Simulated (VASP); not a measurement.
Output of a VASP run:

OSZICAR:
```
       N       E                     dE             d eps       ncg     rms          rms(c)
DAV:   1     0.109828446332E+03    0.10983E+03   -0.98983E+03  2080   0.138E+03
DAV:   2    -0.223552866440E+02   -0.13218E+03   -0.12782E+03  2413   0.338E+02
DAV:   3    -0.275682049200E+02   -0.52129E+01   -0.51298E+01  3261   0.590E+01
DAV:   4    -0.276885779485E+02   -0.12037E+00   -0.12032E+00  2696   0.836E+00
DAV:   5    -0.276911371947E+02   -0.25592E-02   -0.25592E-02  3185   0.970E-01    0.226E+01
DAV:   6    -0.250049156687E+02    0.26862E+01   -0.77421E+00  2505   0.201E+01    0.927E+00
DAV:   7    -0.249675326674E+02    0.37383E-01   -0.93247E-01  3167   0.639E+00    0.321E+00
DAV:   8    -0.249690716435E+02   -0.15390E-02   -0.10779E-01  2481   0.308E+00    0.827E-01
DAV:   9    -0.249659170603E+02    0.31546E-02   -0.18512E-02  2619   0.115E+00    0.151E-01
DAV:  10    -0.249658630395E+02    0.54021E-04   -0.91968E-04  2694   0.285E-01    0.443E-02
DAV:  11    -0.249658749824E+02   -0.11943E-04   -0.31525E-05  2783   0.669E-02    0.142E-02
DAV:  12    -0.249658749394E+02    0.42938E-07   -0.21776E-06  2825   0.156E-02    0.329E-03
DAV:  13    -0.249658749925E+02   -0.53057E-07   -0.29108E-07  2407   0.494E-03
   1 F= -.26162072E+02 E0= -.26162094E+02  d E =-.261621E+02
       N       E                     dE             d eps       ncg     rms          rms(c)
DAV:   1    -0.249661489108E+02   -0.27397E-03   -0.11199E-02  2250   0.107E+00    0.752E-02
DAV:   2    -0.249660459633E+02    0.10295E-03   -0.24922E-04  2350   0.137E-01    0.417E-02
DAV:   3    -0.249660036570E+02    0.42306E-04   -0.11460E-04  2405   0.969E-02    0.887E-03
DAV:   4    -0.249660034950E+02    0.16205E-06   -0.24639E-06  2316   0.144E-02    0.384E-03
DAV:   5    -0.249660035295E+02   -0.34555E-07   -0.91697E-08  1900   0.332E-03
   2 F= -.26162136E+02 E0= -.26162156E+02  d E =-.636116E-04
```

### OUTCAR
```
------------------------ aborting loop because EDIFF is reached ----------------------------------------
 Edisp (eV)   -1.19613
  FORCE on cell =-STRESS in cart. coord.  units (eV):
  Direction    XX          YY          ZZ          XY          YZ          ZX
  --------------------------------------------------------------------------------------
  Total      -0.02436    -0.02436    -0.01288    -0.00000     0.00000    -0.00000
  in kB      -1.29732    -1.29732    -0.68600    -0.00000     0.00000    -0.00000
  external pressure =       -1.09 kB  Pullay stress =        0.00 kB
  volume of cell :       30.09
      direct lattice vectors                 reciprocal lattice vectors
     1.572817043 -2.724199488  0.000000000     0.317900930 -0.183540156 -0.000000000
     1.572817043  2.724199488  0.000000000     0.317900930  0.183540156 -0.000000000
     0.000000000  0.000000000  3.510951916    -0.000000000 -0.000000000  0.284823041
 POSITION                                       TOTAL-FORCE (eV/Angst)
 -----------------------------------------------------------------------------------
      3.14563      0.00000      3.51095         0.000000      0.000000     -0.000000
      1.57282      0.90807      1.75548        -0.000000     -0.000000      0.000000
      1.57282     -0.90807      1.75548         0.000000      0.000000     -0.000000
 -----------------------------------------------------------------------------------
    total drift:                                0.000000      0.000000     -0.000000
  FREE ENERGIE OF THE ION-ELECTRON SYSTEM (eV)
  ---------------------------------------------------
  free  energy   TOTEN  =       -26.1621355603 eV

  energy  without entropy=      -26.1621962811  energy(sigma->0) =      -26.16215580

 reached required accuracy - stopping structural energy minimisation
```
(Selected blocks of OUTCAR.)

### POSCAR
```
ZrB2
1
    1.5718492257    -2.7225231791     0.0000000000
    1.5718492257     2.7225231791     0.0000000000
    0.0000000000     0.0000000000     3.5152767642
Zr B
1 2
Direct
  0.0000000000   0.0000000000   0.0000000000
  0.3333330000   0.6666670000   0.5000000000
  0.6666670000   0.3333330000   0.5000000000
```

### Question
Write an INCAR and KPOINTS that could have produced this output.

### Answer
One answer among several that fit: the input of the run itself, PBE GGA with D3 dispersion (Becke-Johnson damping), plane waves, VASP's PBE PAW potentials (set 64).

### INCAR
```
ENCUT=520   ! plane-wave cut-off (eV)
IBRION=2
LCHARG=.False.
LMAXMIX=4
EDIFFG=-0.01
EDIFF=1E-7
ALGO=Normal   ! blocked Davidson
ISMEAR=1
SYSTEM=ZrB2
GGA=PE   ! PBE
IVDW=12   ! D3, Becke-Johnson
ISIF=4
SIGMA=0.1
LREAL=.False.
LWAVE=.False.
NELM=100   ! most electronic steps
LASPH=.True.
NSW=30   ! most ionic steps
PREC=Accurate
```

**KPOINTS**
```
Automatic mesh
0
Gamma
11 11 9
0 0 0
```

POTCAR, in this order: Zr_sv B (PBE.64 set). Program: vasp_std.

The compound is ZrB2 in the AlB2 type structure. This run relaxes it. Symmetry was kept, so distortions that lower it aren't found.
